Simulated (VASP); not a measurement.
Data:

```xyz
2
Lattice="1.4654 -2.5382 0.0000 1.4654 2.5382 0.0000 0.0000 0.0000 4.6470" Properties=species:S:1:pos:R:3 pbc="T T T"
Ti     1.4654     0.8461     1.1617
Ti     1.4654    -0.8461     3.4852
```

The numbers are results of PW91 GGA, VASP's PBE PAW potentials (set 64) (plane waves; VASP), not measurements. Settings: 520 eV cut-off, 16×16×9 Γ-centred mesh, tetrahedra with Blöchl corrections, potentials Ti_sv.

**Question.** Estimate the energy per atom (σ→0), band gap (on the k-mesh) with the smallest direct gap where there is one.

**Answer.** 
```
Item                                                         Value
------------------------  ----------------------------------------
band gap (on the k-mesh)  none (metal, semimetal or under 0.01 eV)
energy per atom (σ→0)                               -7.797 eV/atom
```

Only differences to runs with the same potentials and settings are physical.

The compound is Ti in the hcp structure. It was relaxed first.
